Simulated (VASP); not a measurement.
Calculation: r2SCAN meta-GGA, VASP's PBE PAW potentials (set 64) (plane waves; VASP).

A VASP calculation is set up with these files.

KPOINTS:
```
Automatic mesh
0
Gamma
11 11 11
0 0 0
```

File POSCAR:
```
Sm
1
    0.0000000000     2.5690542105     2.5690542105
    2.5690542105     0.0000000000     2.5690542105
    2.5690542105     2.5690542105    -0.0000000000
Sm
1
Direct
  0.0000000000   0.0000000000   0.0000000000
```

INCAR:
```
# general
SYSTEM  = Sm
PREC    = Accurate
ENCUT   = 400
LREAL   = .FALSE.
LASPH   = .TRUE.

# electronic loop
EDIFF   = 1E-6
NELM    = 100
ALGO    = Normal
LMAXMIX = 6
LMIXTAU = .TRUE.

# smearing
ISMEAR  = 1
SIGMA   = 0.1

# functional
METAGGA = R2SCAN

# ions
IBRION  = 2
NSW     = 60
ISIF    = 3
EDIFFG  = -0.01

# output
LWAVE   = .FALSE.
LCHARG  = .FALSE.
```

POTCAR, in this order: Sm_3 (PBE.64 set). Program: vasp_std.

**Question.** What will the output report for the number of irreducible k-points (NKPTS), number of bands (NBANDS), largest plane-wave count, number of space-group operations, FFT grid (NGX, NGY, NGZ)?

**Answer.** 
| Quantity | Value |
|---|---|
| number of irreducible k-points (NKPTS) | 56 |
| number of bands (NBANDS) | 9 |
| largest plane-wave count | 626 |
| number of space-group operations | 48 |
| FFT grid (NGX, NGY, NGZ) | 24 × 24 × 24 |

The structure was generated: Sm was put into the fcc type (Fm-3m), which need not be its known phase. It was relaxed first. The start is the result of an earlier pass. The 4f electrons are frozen in the core of the lanthanide potential, so 4f levels, which can set the real gap, and their magnetism are missing.
